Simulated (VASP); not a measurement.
All values below come from optB88-vdW, VASP's PBE PAW potentials (set 64) (plane waves; VASP 6.6.1).

VASP input:

### INCAR
```
SYSTEM=MoS2
PREC=Accurate; ENCUT=480; LREAL=F
LASPH=T
EDIFF=1E-6; NELM=100; ALGO=Normal
LMAXMIX=4
ISMEAR=0; SIGMA=0.05
GGA=BO; LUSE_VDW=T; AGGAC=0.0
PARAM1=0.1833333333; PARAM2=0.22
IBRION=2; NSW=60; ISIF=3
EDIFFG=-0.01
LWAVE=F; LCHARG=F
```

### POSCAR
```
MoS2
1
    3.1600000000     0.0000000000     0.0000000000
   -1.5800000000     2.7366400000     0.0000000000
    0.0000000000     0.0000000000    12.3000000000
Mo S
2 4
Direct
  0.6666670000   0.3333330000   0.7500000000
  0.3333330000   0.6666670000   0.2500000000
  0.6666670000   0.3333330000   0.3790000000
  0.3333330000   0.6666670000   0.8790000000
  0.3333330000   0.6666670000   0.6210000000
  0.6666670000   0.3333330000   0.1210000000
```

File KPOINTS:
```
Regular mesh
0
gamma
9 9 2
```

POTCAR, in this order: Mo_sv S (PBE.64 set). Program: vasp_std.

The run wrote:

OSZICAR:
```
...
DAV:   9    -0.313062923577E+02   -0.13997E-01   -0.17530E-01  2068   0.201E+00    0.145E+00
DAV:  10    -0.312961866838E+02    0.10106E-01   -0.83708E-02  1806   0.153E+00    0.356E-01
DAV:  11    -0.312961006309E+02    0.86053E-04   -0.31590E-03  1823   0.315E-01    0.239E-01
DAV:  12    -0.312959099327E+02    0.19070E-03   -0.78314E-04  1810   0.141E-01    0.925E-02
DAV:  13    -0.312958912454E+02    0.18687E-04   -0.17775E-04  1998   0.681E-02    0.207E-02
DAV:  14    -0.312958922706E+02   -0.10252E-05   -0.70385E-06  1588   0.151E-02    0.203E-02
DAV:  15    -0.312958922147E+02    0.55928E-07   -0.60148E-07  1220   0.457E-03
   1 F= -.31295892E+02 E0= -.31295892E+02  d E =-.312959E+02
       N       E                     dE             d eps       ncg     rms          rms(c)
DAV:   1    -0.316398623061E+02   -0.34397E+00   -0.10196E+01  1502   0.242E+01    0.549E+00
DAV:   2    -0.313731906433E+02    0.26667E+00   -0.11915E+00  1622   0.759E+00    0.139E+00
DAV:   3    -0.313252480806E+02    0.47943E-01   -0.25196E-01  1967   0.223E+00    0.960E-01
DAV:   4    -0.313141363023E+02    0.11112E-01   -0.59811E-02  1803   0.147E+00    0.435E-01
DAV:   5    -0.313136819526E+02    0.45435E-03   -0.64008E-03  1857   0.481E-01    0.436E-01
DAV:   6    -0.313135750933E+02    0.10686E-03   -0.19491E-03  1884   0.228E-01    0.127E-01
DAV:   7    -0.313135368647E+02    0.38229E-04   -0.36214E-04  1794   0.125E-01    0.848E-02
DAV:   8    -0.313135360378E+02    0.82694E-06   -0.31585E-05  1763   0.320E-02    0.191E-02
DAV:   9    -0.313135367819E+02   -0.74416E-06   -0.44012E-06  1590   0.114E-02
   2 F= -.31313537E+02 E0= -.31313537E+02  d E =-.176446E-01
       N       E                     dE             d eps       ncg     rms          rms(c)
DAV:   1    -0.313346731653E+02   -0.21137E-01   -0.60021E-01  1509   0.585E+00    0.142E+00
DAV:   2    -0.313188267005E+02    0.15846E-01   -0.65349E-02  1611   0.178E+00    0.334E-01
DAV:   3    -0.313161055317E+02    0.27212E-02   -0.12240E-02  1983   0.506E-01    0.214E-01
DAV:   4    -0.313155574449E+02    0.54809E-03   -0.32341E-03  1817   0.343E-01    0.129E-01
DAV:   5    -0.313155221671E+02    0.35278E-04   -0.35771E-04  1747   0.114E-01    0.112E-01
DAV:   6    -0.313155275019E+02   -0.53348E-05   -0.11606E-04  1751   0.544E-02    0.339E-02
DAV:   7    -0.313155283433E+02   -0.84142E-06   -0.24364E-05  1814   0.322E-02    0.178E-02
DAV:   8    -0.313155284960E+02   -0.15271E-06   -0.15600E-06  1144   0.819E-03
   3 F= -.31315528E+02 E0= -.31315528E+02  d E =-.196363E-01
       N       E                     dE             d eps       ncg     rms          rms(c)
DAV:   1    -0.313293250952E+02   -0.13797E-01   -0.84960E-01  1488   0.607E+00    0.147E+00
DAV:   2    -0.313200755245E+02    0.92496E-02   -0.13232E-01  1791   0.199E+00    0.619E-01
DAV:   3    -0.313164848538E+02    0.35907E-02   -0.37117E-02  1705   0.961E-01    0.446E-01
DAV:   4    -0.313154239431E+02    0.10609E-02   -0.32605E-03  1744   0.330E-01    0.211E-01
DAV:   5    -0.313151870924E+02    0.23685E-03   -0.16201E-03  1725   0.216E-01    0.667E-02
DAV:   6    -0.313151848476E+02    0.22449E-05   -0.89059E-05  1879   0.580E-02    0.478E-02
DAV:   7    -0.313151854865E+02   -0.63899E-06   -0.15423E-05  1485   0.179E-02    0.117E-02
DAV:   8    -0.313151855887E+02   -0.10221E-06   -0.15724E-06  1233   0.753E-03
   4 F= -.31315186E+02 E0= -.31315186E+02  d E =0.342907E-03
       N       E                     dE             d eps       ncg     rms          rms(c)
DAV:   1    -0.313220045834E+02   -0.68191E-02   -0.22510E-01  1488   0.314E+00    0.741E-01
DAV:   2    -0.313195283889E+02    0.24762E-02   -0.37388E-02  1777   0.105E+00    0.347E-01
DAV:   3    -0.313184526341E+02    0.10758E-02   -0.10446E-02  1697   0.506E-01    0.225E-01
DAV:   4    -0.313181806152E+02    0.27202E-03   -0.87537E-04  1708   0.169E-01    0.107E-01
DAV:   5    -0.313181091410E+02    0.71474E-04   -0.41138E-04  1700   0.109E-01    0.323E-02
DAV:   6    -0.313181073629E+02    0.17781E-05   -0.22842E-05  1800   0.295E-02    0.246E-02
DAV:   7    -0.313181058186E+02    0.15442E-05   -0.40893E-06  1471   0.918E-03    0.611E-03
DAV:   8    -0.313181056363E+02    0.18230E-06   -0.33501E-07   989   0.363E-03
   5 F= -.31318106E+02 E0= -.31318106E+02  d E =-.257714E-02
       N       E                     dE             d eps       ncg     rms          rms(c)
DAV:   1    -0.313230958215E+02   -0.49900E-02   -0.16564E-01  1495   0.259E+00    0.493E-01
DAV:   2    -0.313204768395E+02    0.26190E-02   -0.30099E-02  1701   0.105E+00    0.351E-01
DAV:   3    -0.313195357219E+02    0.94112E-03   -0.35876E-03  1653   0.296E-01    0.100E-01
DAV:   4    -0.313193981332E+02    0.13759E-03   -0.89393E-04  1614   0.147E-01    0.595E-02
DAV:   5    -0.313193985991E+02   -0.46582E-06   -0.38529E-05  1879   0.387E-02    0.400E-02
DAV:   6    -0.313193955649E+02    0.30341E-05   -0.14179E-05  1651   0.201E-02    0.120E-02
DAV:   7    -0.313193939643E+02    0.16007E-05   -0.51048E-06  1477   0.117E-02    0.345E-03
DAV:   8    -0.313193940055E+02   -0.41236E-07   -0.37001E-07   877   0.365E-03
   6 F= -.31319394E+02 E0= -.31319394E+02  d E =-.128837E-02
       N       E                     dE             d eps       ncg     rms          rms(c)
DAV:   1    -0.313553272476E+02   -0.35933E-01   -0.14836E+00  1495   0.775E+00    0.150E+00
DAV:   2    -0.313320662526E+02    0.23261E-01   -0.27332E-01  1701   0.316E+00    0.106E+00
DAV:   3    -0.313234068325E+02    0.86594E-02   -0.32829E-02  1623   0.895E-01    0.304E-01
DAV:   4    -0.313221565841E+02    0.12502E-02   -0.84631E-03  1594   0.446E-01    0.181E-01
DAV:   5    -0.313221759739E+02   -0.19390E-04   -0.35202E-04  2005   0.115E-01    0.122E-01
DAV:   6    -0.313221638199E+02    0.12154E-04   -0.11870E-04  1805   0.587E-02    0.412E-02
DAV:   7    -0.313221555034E+02    0.83165E-05   -0.45089E-05  1781   0.335E-02    0.114E-02
DAV:   8    -0.313221554754E+02    0.28053E-07   -0.39301E-06  1628   0.888E-03
   7 F= -.31322155E+02 E0= -.31322155E+02  d E =-.404984E-02
       N       E                     dE             d eps       ncg     rms          rms(c)
DAV:   1    -0.314546521959E+02   -0.13250E+00   -0.58777E+00  1495   0.154E+01    0.304E+00
DAV:   2    -0.313638068751E+02    0.90845E-01   -0.11012E+00  1702   0.638E+00    0.212E+00
DAV:   3    -0.313283083983E+02    0.35498E-01   -0.13497E-01  1623   0.181E+00    0.622E-01
DAV:   4    -0.313231479806E+02    0.51604E-02   -0.35408E-02  1580   0.906E-01    0.369E-01
DAV:   5    -0.313232763129E+02   -0.12833E-03   -0.13336E-03  2069   0.216E-01    0.244E-01
DAV:   6    -0.313232290149E+02    0.47298E-04   -0.45961E-04  1825   0.116E-01    0.894E-02
DAV:   7    -0.313232133591E+02    0.15656E-04   -0.15402E-04  1735   0.620E-02    0.274E-02
DAV:   8    -0.313232128857E+02    0.47346E-06   -0.14470E-05  1793   0.172E-02    0.158E-02
DAV:   9    -0.313232132901E+02   -0.40440E-06   -0.13851E-06  1195   0.705E-03
   8 F= -.31323213E+02 E0= -.31323213E+02  d E =-.510765E-02
       N       E                     dE             d eps       ncg     rms          rms(c)
DAV:   1    -0.313357616217E+02   -0.12549E-01   -0.55269E-01  1495   0.469E+00    0.886E-01
DAV:   2    -0.313268629211E+02    0.88987E-02   -0.97006E-02  1686   0.188E+00    0.624E-01
DAV:   3    -0.313239118661E+02    0.29511E-02   -0.11183E-02  1647   0.526E-01    0.179E-01
DAV:   4    -0.313234620167E+02    0.44985E-03   -0.27849E-03  1578   0.261E-01    0.107E-01
DAV:   5    -0.313234759718E+02   -0.13955E-04   -0.12465E-04  1870   0.695E-02    0.713E-02
DAV:   6    -0.313234768098E+02   -0.83799E-06   -0.51980E-05  1838   0.380E-02    0.184E-02
DAV:   7    -0.313234752737E+02    0.15360E-05   -0.18772E-05  1722   0.221E-02    0.480E-03
DAV:   8    -0.313234750407E+02    0.23302E-06   -0.10759E-06   961   0.535E-03
   9 F= -.31323475E+02 E0= -.31323475E+02  d E =-.536940E-02
```

OUTCAR:
```
------------------------ aborting loop because EDIFF is reached ----------------------------------------
  FORCE on cell =-STRESS in cart. coord.  units (eV):
  Direction    XX          YY          ZZ          XY          YZ          ZX
  --------------------------------------------------------------------------------------
  Total        0.0060400      0.0060400      0.0420821     -0.0000000     -0.0000000      0.0000000
  in kB        0.0880172      0.0880171      0.6132383     -0.0000000     -0.0000000      0.0000000
  external PRESSURE =       0.2630909 kB  Pullay stress =       0.0000000 kB
  volume of cell :      109.95
      direct lattice vectors                 reciprocal lattice vectors
     3.192480324 -0.000000000  0.000000000     0.313236073  0.180846950  0.000000000
    -1.596240162  2.764768777 -0.000000000     0.000000000  0.361693899  0.000000000
    -0.000000000 -0.000000000 12.456380423    -0.000000000 -0.000000000  0.080280143
 POSITION                                       TOTAL-FORCE (eV/Angst)
 -----------------------------------------------------------------------------------
      1.59624      0.92159      9.34229         0.000000     -0.000000     -0.000000
     -0.00000      1.84318      3.11410        -0.000000      0.000000     -0.000000
      1.59624      0.92159      4.68330         0.000000     -0.000000      0.008016
     -0.00000      1.84318     10.91149        -0.000000      0.000000      0.008016
     -0.00000      1.84318      7.77308        -0.000000      0.000000     -0.008016
      1.59624      0.92159      1.54489         0.000000     -0.000000     -0.008016
 -----------------------------------------------------------------------------------
    total drift:                               -0.003660      0.002113     -0.001190
  FREE ENERGIE OF THE ION-ELECTRON SYSTEM (eV)
  ---------------------------------------------------
  free  energy   TOTEN  =       -31.3234750407 eV

  energy  without entropy=      -31.3234750407  energy(sigma->0) =      -31.32347504

 reached required accuracy - stopping structural energy minimisation
```
(Selected blocks of OUTCAR.)

File CONTCAR:
```
MoS2
   1.00000000000000
     3.1924803239755244   -0.0000000000000000    0.0000000000000000
    -1.5962401619877622    2.7647687772264309   -0.0000000000000000
    -0.0000000000000000   -0.0000000000000000   12.4563804233811837
  Mo              S
     2     4
Direct
     0.6666669999999968    0.3333330000000032    0.7500000000000000
     0.3333330000000032    0.6666669999999968    0.2500000000000000
     0.6666669999999968    0.3333330000000032    0.3759757718185862
     0.3333330000000032    0.6666669999999968    0.8759757718185862
     0.3333330000000032    0.6666669999999968    0.6240242281814138
     0.6666669999999968    0.3333330000000032    0.1240242281814138
```

Energy and stress use the plane-wave basis of the starting cell.

The compound is MoS2 in the 2H layered structure. This run relaxes it. Symmetry was kept, so distortions that lower it aren't found.
